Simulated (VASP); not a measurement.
Write the native input for VASP 6.6.1 that does the following.

```
Task                   : band structure
Functional             : PBE
Potentials or basis    : VASP PAW PBE potentials, release 64 (W_sv, Ta_pv, C_s)
Cutoff                 : 900 eV
k mesh                 : 7 × 7 × 7
Occupations            : fermi-dirac, width 0.05 eV
Spin                   : no spin polarisation
Further INCAR settings : ALGO = Normal; EDIFF = 1e-06; NBANDS = 24
```

The structure of TaWC2 lies in POSCAR:

```
TaWC2
1.0
    1.5718551461      0.9075109917      5.1016196719
   -1.5718551461      0.9075109917      5.1016196719
    0.0000000000     -1.8150219835      5.1016196719
W Ta C
1 1 2
Direct
    0.0000000000      0.0000000000      0.0000000000
    0.5000000000      0.5000000000      0.5000000000
    0.2509330000      0.2509330000      0.2509330000
    0.7490670000      0.7490670000      0.7490670000
```

The cell comes from a database or a generator and needn't be the stable form of this composition.

One way to write it, as run:

INCAR

```
  PREC = Accurate
  ENCUT = 900
  EDIFF = 1E-6
  ISMEAR = -1
  SIGMA = 0.05
  LREAL = False
  LASPH = True
  NELM = 100
  ALGO = Normal
  ISIF = 2
  LWAVE = False
  LCHARG = False
  LMAXMIX = 4
  GGA = PE
  NBANDS = 24
```

KPOINTS

```
regular mesh
0
Gamma
  7 7 7
```

KPOINTS_OPT

```
path GLB1,BZGX,QFP1Z,LP
15
line-mode
reciprocal
 0.0000000000  0.0000000000  0.0000000000  G
 0.5000000000  0.0000000000  0.0000000000  L

 0.5000000000  0.0000000000  0.0000000000  L
 0.5000000000  0.1877624847 -0.1877624847  B1

 0.8122375153  0.5000000000  0.1877624847  B
 0.5000000000  0.5000000000  0.5000000000  Z

 0.5000000000  0.5000000000  0.5000000000  Z
 0.0000000000  0.0000000000  0.0000000000  G

 0.0000000000  0.0000000000  0.0000000000  G
 0.3438812424  0.0000000000 -0.3438812424  X

 0.6561187576  0.3438812424  0.0000000000  Q
 0.5000000000  0.5000000000  0.0000000000  F

 0.5000000000  0.5000000000  0.0000000000  F
 0.6561187576  0.6561187576  0.1877624847  P1

 0.6561187576  0.6561187576  0.1877624847  P1
 0.5000000000  0.5000000000  0.5000000000  Z

 0.5000000000  0.0000000000  0.0000000000  L
 0.8122375153  0.3438812424  0.3438812424  P
```

Potentials or basis: VASP PAW PBE potentials, release 64 (W_sv, Ta_pv, C_s).

Run with:

```sh
$ cat potpaw_PBE.64/W_sv/POTCAR potpaw_PBE.64/Ta_pv/POTCAR potpaw_PBE.64/C_s/POTCAR > POTCAR
$ mpirun -np 1 vasp_std > vasp.out
```

It gave:

```yaml
Pressure: -1.7 GPa
Largest_force: 0.036 eV/Å
Band_gap_along_the_path: none (metal or under the smearing width)
```

Caveat: spin-orbit coupling is left out, which moves the levels of the heavy elements.

Wall time 7.8 min on 1 thread of AMD EPYC 9R45 96-Core Processor (Zen 5) (shared host), peak memory 0.44 GiB.
